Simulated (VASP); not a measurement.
OSZICAR of a VASP run on LiMg (space group C2/m):

File OSZICAR:
```
       N       E                     dE             d eps       ncg     rms          rms(c)
DAV:   1     0.110051222913E+02    0.11005E+02   -0.41628E+03  1296   0.826E+02
DAV:   2    -0.408726629065E+01   -0.15092E+02   -0.14798E+02  1580   0.104E+02
DAV:   3    -0.814828463915E+01   -0.40610E+01   -0.40488E+01  2394   0.441E+01
DAV:   4    -0.824225849751E+01   -0.93974E-01   -0.93950E-01  1648   0.878E+00
DAV:   5    -0.824455593212E+01   -0.22974E-02   -0.22973E-02  2020   0.118E+00    0.145E+00
DAV:   6    -0.811891120824E+01    0.12564E+00   -0.15833E-01  1472   0.128E+00    0.833E-01
DAV:   7    -0.807355010847E+01    0.45361E-01   -0.14076E-01  1649   0.121E+00    0.230E-01
DAV:   8    -0.807153125552E+01    0.20189E-02   -0.47959E-03  1535   0.506E-01    0.210E-02
DAV:   9    -0.807153121642E+01    0.39097E-07   -0.12791E-04  1981   0.986E-02    0.107E-02
DAV:  10    -0.807152874778E+01    0.24686E-05   -0.55164E-06  1685   0.154E-02    0.156E-03
DAV:  11    -0.807152865013E+01    0.97650E-07   -0.15192E-07   886   0.346E-03
   1 F= -.80715287E+01 E0= -.80642417E+01  d E =-.807153E+01
       N       E                     dE             d eps       ncg     rms          rms(c)
DAV:   1    -0.809265093600E+01   -0.21122E-01   -0.17344E-01  2263   0.413E+00    0.711E-01
DAV:   2    -0.808962572715E+01    0.30252E-02   -0.48514E-03  1400   0.691E-01    0.425E-01
DAV:   3    -0.808840921815E+01    0.12165E-02   -0.44014E-03  2483   0.363E-01    0.579E-02
DAV:   4    -0.808838795589E+01    0.21262E-04   -0.92190E-05  1413   0.112E-01    0.191E-02
DAV:   5    -0.808838841206E+01   -0.45617E-06   -0.43549E-05  2150   0.453E-02    0.103E-02
DAV:   6    -0.808838744640E+01    0.96566E-06   -0.15878E-06   974   0.142E-02
   2 F= -.80883874E+01 E0= -.80812826E+01  d E =-.168588E-01
       N       E                     dE             d eps       ncg     rms          rms(c)
DAV:   1    -0.809257666041E+01   -0.41882E-02   -0.58625E-02  2299   0.242E+00    0.411E-01
DAV:   2    -0.809157669287E+01    0.99997E-03   -0.16722E-03  1411   0.405E-01    0.246E-01
DAV:   3    -0.809116858927E+01    0.40810E-03   -0.15166E-03  2472   0.213E-01    0.351E-02
DAV:   4    -0.809116096052E+01    0.76287E-05   -0.31235E-05  1395   0.653E-02    0.126E-02
DAV:   5    -0.809116121539E+01   -0.25486E-06   -0.16477E-05  2184   0.277E-02    0.676E-03
DAV:   6    -0.809116081180E+01    0.40359E-06   -0.56773E-07   743   0.890E-03
   3 F= -.80911608E+01 E0= -.80841696E+01  d E =-.196322E-01
       N       E                     dE             d eps       ncg     rms          rms(c)
DAV:   1    -0.809116580111E+01   -0.45857E-05   -0.16426E-04  2167   0.131E-01    0.210E-02
DAV:   2    -0.809116337240E+01    0.24287E-05   -0.62116E-06  1408   0.240E-02    0.127E-02
DAV:   3    -0.809116207889E+01    0.12935E-05   -0.23370E-06  1033   0.108E-02    0.933E-04
DAV:   4    -0.809116218051E+01   -0.10163E-06   -0.11027E-06   858   0.901E-03
   4 F= -.80911622E+01 E0= -.80841774E+01  d E =-.196335E-01
       N       E                     dE             d eps       ncg     rms          rms(c)
DAV:   1    -0.809148073839E+01   -0.31866E-03   -0.14817E-02  1352   0.147E+00    0.632E-02
DAV:   2    -0.809148867814E+01   -0.79398E-05   -0.13339E-04  1704   0.115E-01    0.378E-02
DAV:   3    -0.809149350913E+01   -0.48310E-05   -0.87350E-06  1868   0.195E-02    0.146E-03
DAV:   4    -0.809149350583E+01    0.33020E-08   -0.68120E-07   857   0.614E-03
   5 F= -.80914935E+01 E0= -.80846108E+01  d E =-.331325E-03
       N       E                     dE             d eps       ncg     rms          rms(c)
DAV:   1    -0.809164242311E+01   -0.14891E-03   -0.30431E-02  1355   0.210E+00    0.901E-02
DAV:   2    -0.809165892021E+01   -0.16497E-04   -0.27299E-04  1709   0.165E-01    0.539E-02
DAV:   3    -0.809166889709E+01   -0.99769E-05   -0.17567E-05  1856   0.276E-02    0.205E-03
DAV:   4    -0.809166890744E+01   -0.10348E-07   -0.15170E-06  1175   0.845E-03
   6 F= -.80916689E+01 E0= -.80849428E+01  d E =-.506727E-03
       N       E                     dE             d eps       ncg     rms          rms(c)
DAV:   1    -0.809174844380E+01   -0.79547E-04   -0.50726E-03  1361   0.858E-01    0.367E-02
DAV:   2    -0.809175183734E+01   -0.33935E-05   -0.51906E-05  1777   0.688E-02    0.222E-02
DAV:   3    -0.809175324255E+01   -0.14052E-05   -0.36523E-06  1622   0.123E-02    0.105E-03
DAV:   4    -0.809175321782E+01    0.24731E-07   -0.28707E-07   717   0.366E-03
   7 F= -.80917532E+01 E0= -.80850185E+01  d E =-.843104E-04
```

Task: Which electronic solver shows in the log?

Result: It is blocked Davidson (ALGO = Normal, or the opening steps of other solvers). The INCAR had ALGO = Normal.

Task: Can the final energy be trusted as converged?

Result: The calculation finished and met its thresholds. It stopped with EDIFF = 1E-6, NELM = 100, NSW = 50 and EDIFFG = -0.01 after 7 ionic steps (LDA (Ceperley-Alder, Perdew-Zunger), plane waves, VASP's LDA PAW potentials (set 64)). At this cut-off the stress carries a Pulay error, which pulls relaxed volumes low. Energy and stress use the plane-wave basis of the starting cell.

The structure comes from a computed database's LiMg entry; how it stands against other phases isn't given here. This run relaxes it. Symmetry was kept, so distortions that lower it aren't found. The run is one of a series of settings (EDIFFG = -0.01, IBRION = 2, ISIF = 3, NSW = 50 against the base run), some of them coarse on purpose.
